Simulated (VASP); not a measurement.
A convergence study with VASP on Ta (bcc): a few settings are varied, all else stays as given below, so the limit is that of these other settings. The cell's lengths are 1 % over those of the tabulated start, so it is off equilibrium.

```
Ta
1.0
   -1.66650     1.66650     1.66650
    1.66650    -1.66650     1.66650
    1.66650     1.66650    -1.66650
Ta
1
Direct
  0.00000   0.00000   0.00000
```

Method: PBE GGA, VASP's PBE PAW potentials (set 64) (plane waves; VASP 6.6.1). The last row used: LREAL = Auto, 600 eV cut-off, 13×13×13 Γ-centred mesh, first-order Methfessel-Paxton smearing of 0.10 eV, potentials Ta_pv.

| setting | E (eV/atom) | pressure (GPa) | plane waves |
|---|---|---|---|
| ENCUT = 300, LREAL = .FALSE., PREC = Normal | -11.8073 | -2.29 | 236 |
| ENCUT = 400, LREAL = .FALSE., PREC = Normal | [?] | [?] | 358 |
| ENCUT = 500, LREAL = .FALSE., PREC = Normal | -11.8120 | -1.71 | 479 |
| ENCUT = 600, LREAL = .FALSE., PREC = Normal | -11.8123 | -1.68 | 632 |
| ENCUT = 500, LREAL = .FALSE., PREC = Accurate | -11.8120 | -1.71 | 479 |
| ENCUT = 600, LREAL = .FALSE., PREC = Accurate | -11.8123 | -1.68 | 632 |
| ENCUT = 300, LREAL = Auto, PREC = Normal | -11.8077 | -2.27 | 236 |
| ENCUT = 400, LREAL = Auto, PREC = Normal | -11.8113 | -1.67 | 358 |
| ENCUT = 500, LREAL = Auto, PREC = Normal | -11.8122 | -1.76 | 479 |
| ENCUT = 600, LREAL = Auto, PREC = Normal | -11.8126 | -1.72 | 632 |
| ENCUT = 300, LREAL = Auto, PREC = Accurate | -11.8079 | -2.29 | 236 |
| ENCUT = 400, LREAL = Auto, PREC = Accurate | [?] | -1.76 | 358 |
| ENCUT = 500, LREAL = Auto, PREC = Accurate | -11.8124 | -1.69 | 479 |
| ENCUT = 600, LREAL = Auto, PREC = Accurate | -11.8127 | -1.69 | 632 |

### Question
Complete the blanks.

### Answer

- ENCUT = 400, LREAL = Auto, PREC = Accurate, E (eV/atom): -11.8118
- ENCUT = 400, LREAL = .FALSE., PREC = Normal, E (eV/atom): -11.8117
- ENCUT = 400, LREAL = .FALSE., PREC = Normal, pressure (GPa): -1.75

Left out are rungs that failed or repeat a setting and relaxations that didn't move; long series are thinned to 24 rows.

The compound is Ta in the bcc structure. The cell was not relaxed at this level.
